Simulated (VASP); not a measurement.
A run of VASP 6.6.1 is set up as follows.

File INCAR:

```
ALGO = Normal
EDIFF = 1E-6
EDIFFG = -0.01
ENCUT = 600
GGA = RP
IBRION = 2
ISIF = 3
ISMEAR = 0
LASPH = T
LCHARG = F
LREAL = F
LWAVE = F
NELM = 80
NSW = 90
PREC = Accurate
SIGMA = 0.03
```

Contents of KPOINTS:

```
k-points
0
Gamma
  10 10 10
```

The input POSCAR:

```
Ge
1.0
    0.0000000000      2.8289100000      2.8289100000
    2.8289100000      0.0000000000      2.8289100000
    2.8289100000      2.8289100000      0.0000000000
Ge
2
Direct
    0.0000000000      0.0000000000      0.0000000000
    0.2500000000      0.2500000000      0.2500000000
```

Potentials or basis: VASP PAW PBE potentials, release 64 (Ge_d).

Run with:

```sh
$ cat potpaw_PBE.64/Ge_d/POTCAR > POTCAR
$ mpirun -np 1 vasp_std > vasp.out
```

(1) Predict the relaxed cell.

(2) Estimate the relaxed volume.

Results:

(1) a = 4.110 Å, b = 4.110 Å, c = 4.110 Å, α = 60.00°, β = 60.00°, γ = 60.00°.

(2) 24.55 Å³/atom.

Caveat: the PAW data sets were made with another functional, which shifts forces and pressure a little.
